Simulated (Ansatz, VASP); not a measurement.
**Two plane-wave programs on Be3N**

```
Be N
1.0
     3.32323    0.00000    0.00000
     0.00000    5.58873    0.00000
     0.00000    0.00000    6.77643
Be N
9 3
Cartesian
  1.6616 0.0000 1.7338
  0.0000 0.0000 0.0000
  0.0000 0.0000 3.3882
  0.0000 4.1916 0.8669
  0.0000 1.3972 0.8669
  1.6616 0.0000 5.0426
  0.0000 4.1916 5.9095
  0.0000 1.3972 5.9095
  1.6616 2.7944 0.0000
  0.0000 0.0000 1.7338
  0.0000 0.0000 5.0426
  0.0000 2.7944 0.0000
```

Alike in both runs: task single point; functional PBE; k mesh 6 × 4 × 4; occupations gaussian, width 0.1 eV; no spin polarisation.

|  | VASP | Ansatz |
| --- | --- | --- |
| version | VASP 6.6.1 | Ansatz 0.2.0 |
| potentials or method | VASP PAW PBE potentials, release 64 (Be, N) | scalar-relativistic, plane waves, PAW |
| plane-wave cutoff (eV) | 520 | 420 |
| valence electrons in the cell | 33 | 33 |

```csv
,VASP,Ansatz,Ansatz less VASP
gap on the k mesh at the Fermi level (eV),none,none,-
pressure (GPa),19.2,19.0,-0.19
largest component of the traceless stress (GPa),17.35,17.23,-0.114
rms of the force components (eV/Å),1.849,1.834,-0.0150
```

Atom by atom the forces differ by 0.015 eV/Å (rms over components). A gap of «none» marks a metal or a gap that the smearing closes.

Caveats: so large a pressure means that the cell lies far from this level's equilibrium, or that cutoff or potentials fall short (VASP); forces of over 1 eV/Å show positions far from the minimum, so gaps and moduli don't describe the material at rest.
